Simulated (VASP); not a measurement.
These are PBE GGA, VASP's PBE PAW potentials (set 64) (plane waves; VASP 6.6.1) values and carry that method's errors.

Input for VASP

**INCAR**
```
! general
SYSTEM =Pt
PREC   =Accurate
ENCUT  =400
LREAL  =.False.
LASPH  =.True.

! electronic loop
EDIFF  =1E-6
NELM   =100
ALGO   =Normal
LMAXMIX=6

! smearing
ISMEAR =1
SIGMA  =0.1

! functional
GGA    =PE

! ions
ISIF   =2

! output
LWAVE  =.False.
LCHARG =.False.
```

File POSCAR:
```
Pt
1
    0.0000000000     1.9600000000     1.9600000000
    1.9600000000     0.0000000000     1.9600000000
    1.9600000000     1.9600000000     0.0000000000
Pt
1
Direct
  0.0000000000   0.0000000000   0.0000000000
```

File KPOINTS:
```
Automatic mesh
0
G
 5 5 5
0 0 0
```

POTCAR, in this order: Pt (PBE.64 set). Program: vasp_std.

The run wrote:

OUTCAR:
```
 ion  position               nearest neighbor table
   1  0.000  0.000  0.000-
  LATTYP: Found a face centered cubic cell.
 ALAT       =     3.9200000000
 Subroutine PRICEL returns:
 Original cell was already a primitive cell.
 Subroutine GETGRP returns: Found 48 space group operations
The static configuration has the point symmetry O_h .
The dynamic configuration has the point symmetry O_h .
 Subroutine INISYM returns: Found 48 space group operations
 Subroutine IBZKPT returns following result:
 Found     10 irreducible k-points:

 Following reciprocal coordinates:
            Coordinates               Weight
  0.000000  0.000000  0.000000      1.000000
  0.200000  0.000000  0.000000      8.000000
  0.400000  0.000000  0.000000      8.000000
  0.200000  0.200000  0.000000      6.000000
  0.400000  0.200000  0.000000     24.000000
 -0.400000  0.200000  0.000000     24.000000
 -0.200000  0.200000  0.000000     12.000000
  0.400000  0.400000  0.000000      6.000000
 -0.400000  0.400000  0.000000     12.000000
 -0.400000  0.400000  0.200000     24.000000
   k-points           NKPTS =     10   k-points in BZ     NKDIM =     10   number of bands    NBANDS=      9
   number of dos      NEDOS =    301   number of ions     NIONS =      1
   total plane-waves  NPLWV =   5832
   dimension x,y,z NGX =    18 NGY =   18 NGZ =   18
   dimension x,y,z NGXF=    36 NGYF=   36 NGZF=   36
   ions per type =               1
   PREC   = accura    normal or accurate (medium, high low for compatibility)
   ISTART =      0    job   : 0-new  1-cont  2-samecut
   ICHARG =      2    charge: 1-file 2-atom 10-const
   ISPIN  =      1    spin polarized calculation?
   LNONCOLLINEAR =      F non collinear calculations
   LSORBIT =      F    spin-orbit coupling
   INIWAV =      1    electr: 0-lowe 1-rand  2-diag
   ENCUT  =  400.0 eV  29.40 Ry    5.42 a.u.   4.52  4.52  4.52*2*pi/ulx,y,z
   NELM   =    100;   NELMIN=  2; NELMDL= -5     # of ELM steps
   EDIFF  = 0.1E-05   stopping-criterion for ELM
   LREAL  =      F    real-space projection
   NLSPLINE    = F    spline interpolate recip. space projectors
   LMAXMIX     =    6 max onsite mixed and CHGCAR
   VOSKOWN=      0    Vosko Wilk Nusair interpolation
   EDIFFG = 0.1E-04   stopping-criterion for IOM
   NSW    =      0    number of steps for IOM
   NBLOCK =      1;   KBLOCK =      1    inner block; outer block
   IBRION =     -1    ionic relax: 0-MD 1-quasi-New 2-CG
   NFREE  =      0    steps in history (QN), initial steepest desc. (CG)
   ISIF   =      2    stress and relaxation
   ISYM   =      2    0-nonsym 1-usesym 2-fastsym
   TEIN   =    0.0    initial temperature
   TEBEG  =    0.0;   TEEND  =   0.0 temperature during run
   SMASS  =  -3.00    Nose mass-parameter (am)
   PSTRESS=    0.0 pullay stress
   NELECT =      10.0000    total number of electrons
   EFERMI =   0.00;   METHOD = LEGACY
   ISMEAR =     1;   SIGMA  =   0.10  broadening in eV -4-tet -1-fermi 0-gaus
   IALGO  =     38    algorithm
   LDIAG  =      T    sub-space diagonalisation (order eigenvalues)
   IMIX   =      4    mixing-type and parameters
     AMIX     =   0.40;   BMIX     =  1.00
     AMIX_MAG =   1.60;   BMIX_MAG =  1.00
     AMIN     =   0.10
   GGA     = PE    functional components
   VOSKOWN =     0    Vosko Wilk Nusair interpolation
   LHFCALC =     F    Hartree Fock is set to
   LHFONE  =     F    Hartree Fock one center treatment
   AEXX    =    0.0000 exact exchange contribution
   IVDW    =     0    specifies the selected vdW correction
   LEPSILON=     F    determine dielectric tensor
   LRPA    =     F    only Hartree local field effects (RPA)
  energy-cutoff  :      400.00
  volume of cell :       15.06
...
```

**OSZICAR**
```
       N       E                     dE             d eps       ncg     rms          rms(c)
DAV:   1     0.199387791555E+02    0.19939E+02   -0.44334E+03   220   0.790E+02
DAV:   2    -0.597223505410E+01   -0.25911E+02   -0.24400E+02   189   0.149E+02
DAV:   3    -0.612624729603E+01   -0.15401E+00   -0.15380E+00   204   0.120E+01
DAV:   4    -0.612682615105E+01   -0.57886E-03   -0.57885E-03   219   0.748E-01
DAV:   5    -0.612682938826E+01   -0.32372E-05   -0.32373E-05   201   0.483E-02    0.138E+01
DAV:   6    -0.581540886067E+01    0.31142E+00   -0.74686E-01   180   0.798E+00    0.739E+00
DAV:   7    -0.577091158546E+01    0.44497E-01   -0.18906E-01   190   0.392E+00    0.242E+00
DAV:   8    -0.576739586804E+01    0.35157E-02   -0.77332E-03   206   0.860E-01    0.540E-01
DAV:   9    -0.576722545689E+01    0.17041E-03   -0.12988E-04   192   0.116E-01    0.234E-02
DAV:  10    -0.576723022147E+01   -0.47646E-05   -0.24230E-06   202   0.132E-02    0.483E-03
DAV:  11    -0.576723029442E+01   -0.72950E-07   -0.25399E-08    98   0.175E-03
   1 F= -.57672303E+01 E0= -.57660090E+01  d E =-.366396E-02
```

File OUTCAR:
```
------------------------ aborting loop because EDIFF is reached ----------------------------------------
  FORCE on cell =-STRESS in cart. coord.  units (eV):
  Direction    XX          YY          ZZ          XY          YZ          ZX
  --------------------------------------------------------------------------------------
  Total        1.3935381      1.3935381      1.3935381     -0.0000000      0.0000000      0.0000000
  in kB      148.2624680    148.2624680    148.2624680     -0.0000000      0.0000000      0.0000000
  external PRESSURE =     148.2624680 kB  Pullay stress =       0.0000000 kB
  volume of cell :       15.06
      direct lattice vectors                 reciprocal lattice vectors
     0.000000000  1.960000000  1.960000000    -0.255102041  0.255102041  0.255102041
     1.960000000  0.000000000  1.960000000     0.255102041 -0.255102041  0.255102041
     1.960000000  1.960000000  0.000000000     0.255102041  0.255102041 -0.255102041
 POSITION                                       TOTAL-FORCE (eV/Angst)
 -----------------------------------------------------------------------------------
      0.00000      0.00000      0.00000         0.000000      0.000000      0.000000
 -----------------------------------------------------------------------------------
    total drift:                                0.000000     -0.000000     -0.000000
  FREE ENERGIE OF THE ION-ELECTRON SYSTEM (eV)
  ---------------------------------------------------
  free  energy   TOTEN  =        -5.7672302944 eV

  energy  without entropy=       -5.7635663392  energy(sigma->0) =       -5.76600898
```
(Selected blocks of OUTCAR.)

The compound is Pt in the fcc structure. The cell was not relaxed at this level. The k-mesh is coarse (spacing up to 0.56 per Å, 2π included), so the numbers may not be converged in it. The run is one of a series of settings (KPOINTS 5×5×5 Γ-centred mesh against the base run), some of them coarse on purpose.
